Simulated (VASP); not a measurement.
Data:

```xyz
4
Lattice="3.9318 0.0000 0.0000 -1.9659 3.4050 0.0000 0.0000 0.0000 6.5603" Properties=species:S:1:pos:R:3 pbc="T T T"
Si     3.9318     0.0000     6.5603
Si     3.9318     0.0000     3.2802
Sn     0.0000     2.2700     1.6401
Sn     1.9659     1.1350     4.9202
```

Method: PBEsol GGA, VASP's PBE PAW potentials (set 64) (plane waves; VASP). Settings: 400 eV cut-off, Gaussian smearing of 0.050 eV, potentials Si Sn_d.

Give the energies of bands 13 to 21 at the high-symmetry points, in eV from the Fermi level.

```
band      Γ      M      K      A      L      H
----  -----  -----  -----  -----  -----  -----
13    -8.47  -6.19  -7.53  -4.30  -7.16  -7.34
14    -0.29  -5.47  -5.74  -4.30  -7.16  -7.34
15    -0.29  -4.96  -4.38   0.28  -1.59  -4.69
16     0.15  -4.07  -3.00   0.28  -1.59  -4.69
17     0.49  -2.51  -3.00   0.28  -1.49  -0.93
18     1.41   0.72  -2.67   0.28  -1.49  -0.93
19     1.41   0.89  -2.67   1.65  -1.21   0.84
20     1.89   1.24   3.32   1.65  -1.21   0.84
21     1.89   1.62   5.60   3.30   2.45   1.89
```

It has no gap at this level: it comes out as a metal or semimetal.

The structure was generated: SiSn was put into the NiAs type type (P6_3/mmc), which need not be its known phase. It was relaxed first, which changed the volume by +15 %.
